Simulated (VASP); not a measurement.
Consider the following.

```xyz
2
Lattice="-2.8635 2.8412 1.5993 2.8635 -2.8412 1.5993 2.8635 2.8412 -1.5993" Properties=species:S:1:pos:R:3 pbc="T T T"
Sn     2.8635     0.0000     0.7996
Sn     0.0321     0.0000     0.0000
```

The numbers are results of PBE GGA, VASP's PBE PAW potentials (set 64) (plane waves; VASP), not measurements. Numerical set-up: 550 eV cut-off, 12×12×12 Γ-centred mesh, first-order Methfessel-Paxton smearing of 0.10 eV, potentials Sn_d.

Question: Give the force on each atom (eV/Å).

Answer: 
```csv
atom,Fx,Fy,Fz
Sn1,0.156,0.000,-0.027
Sn2,-0.156,0.000,0.027
```

Question: Give the stress tensor in GPa (positive for a compressed cell).

Answer: 
```
5.84  0.00  0.31
0.00  7.00  0.00
0.31  0.00  3.04
```
The pressure is its mean diagonal, 5.29 GPa.

The compound is Sn in the beta structure. The cell was not relaxed at this level. The run is one of a series of settings (ENCUT = 550 against the base run), some of them coarse on purpose.
